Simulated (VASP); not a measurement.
The input files of a VASP run:

### POSCAR
```
Na2S
1
    0.0000000000     3.2563452419     3.2563452419
    3.2563452419     0.0000000000     3.2563452419
    3.2563452419     3.2563452419     0.0000000000
Na S
2 1
Direct
  0.2500000000   0.2500000000   0.2500000000
  0.7500000000   0.7500000000   0.7500000000
  0.0000000000   0.0000000000   0.0000000000
```

**KPOINTS**
```
Automatic mesh
0
Gamma
5 5 5
0 0 0
```

### INCAR
```
# general
SYSTEM  = Na2S
PREC    = Accurate
ENCUT   = 400
LREAL   = .FALSE.
LASPH   = .TRUE.

# electronic loop
EDIFF   = 1E-6
NELM    = 100
ALGO    = Normal
LMIXTAU = .TRUE.

# smearing
ISMEAR  = 0
SIGMA   = 0.05

# functional
METAGGA = R2SCAN

# ions
IBRION  = 2
NSW     = 60
ISIF    = 3
EDIFFG  = -0.02

# output
LWAVE   = .FALSE.
LCHARG  = .FALSE.
```

POTCAR, in this order: Na_pv S (PBE.64 set). Program: vasp_std.

Q: Write an equivalent input for Ansatz.

A: One equivalent input (not run):
Ansatz 0.2 input:
```yaml
crystal:
  lattice:
    - [0.0000000, 3.2563452, 3.2563452]
    - [3.2563452, 0.0000000, 3.2563452]
    - [3.2563452, 3.2563452, 0.0000000]
  atoms:
    - { symbol: Na, position: [0.2500000, 0.2500000, 0.2500000] }
    - { symbol: Na, position: [0.7500000, 0.7500000, 0.7500000] }
    - { symbol: S, position: [0.0000000, 0.0000000, 0.0000000] }
kpoints:
  mp_grid: { grid: [5, 5, 5] }
hamiltonian:
  xc: r2scan
  pseudopotentials: { kind: paw }
scf:
  occupations: { method: gaussian, width: 0.05 }
  max_iter: 100
relax:
  max_steps: 60
  f_tol: 0.02
  cell: {}
output: { forces: true, stress: true, eigenvalues: true }
```
What does not carry over: each code has its own PAW files, so the cut-off isn't converted (ENCUT is set for VASP's; basis.ecutwfc is left out, and Ansatz then takes the one that its files recommend); Ansatz stops its SCF on the density residual and VASP on the energy change (EDIFF).

The compound is Na2S in the antifluorite structure. This run relaxes it. Symmetry was kept, so distortions that lower it aren't found. The start is the result of an earlier pass.
